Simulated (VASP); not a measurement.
Level of theory: PBE GGA, VASP's PBE PAW potentials (set 64) (plane waves; VASP).

The input files of a VASP run:

KPOINTS:
```
Automatic
0
Gamma
 5 5 5
```

INCAR:
```
SYSTEM = NaTc2
PREC = Accurate
ENCUT = 300
EDIFF = 1E-6
NELM = 100
ALGO = Normal
LREAL = .FALSE.
LASPH = .TRUE.
ISMEAR = -1
SIGMA = 0.1
GGA = PE
LMAXMIX = 4
LWAVE = .FALSE.
LCHARG = .FALSE.
ISIF = 2
```

POSCAR:
```
NaTc2
1
    0.0000000000     3.7635000000     3.7635000000
    3.7635000000     0.0000000000     3.7635000000
    3.7635000000     3.7635000000     0.0000000000
Tc Na
4 2
Direct
  0.1250000000   0.1250000000   0.1250000000
  0.6250000000   0.1250000000   0.1250000000
  0.1250000000   0.6250000000   0.1250000000
  0.1250000000   0.1250000000   0.6250000000
  0.7500000000   0.7500000000   0.7500000000
  0.5000000000   0.5000000000   0.5000000000
```

POTCAR, in this order: Tc_pv Na_pv (PBE.64 set). Program: vasp_std.

Q: What will the output report for the number of irreducible k-points (NKPTS), largest plane-wave count, number of space-group operations, FFT grid (NGX, NGY, NGZ)?

A: 
```
Quantity                                      Result
--------------------------------------  ------------
number of irreducible k-points (NKPTS)            10
largest plane-wave count                        1295
number of space-group operations                  48
FFT grid (NGX, NGY, NGZ)                30 × 30 × 30
```

The structure was generated: NaTc2 was put into an ordered model structure, which need not be its known phase. The cell was not relaxed at this level, and its volume differs by -5.9 % from the start's.
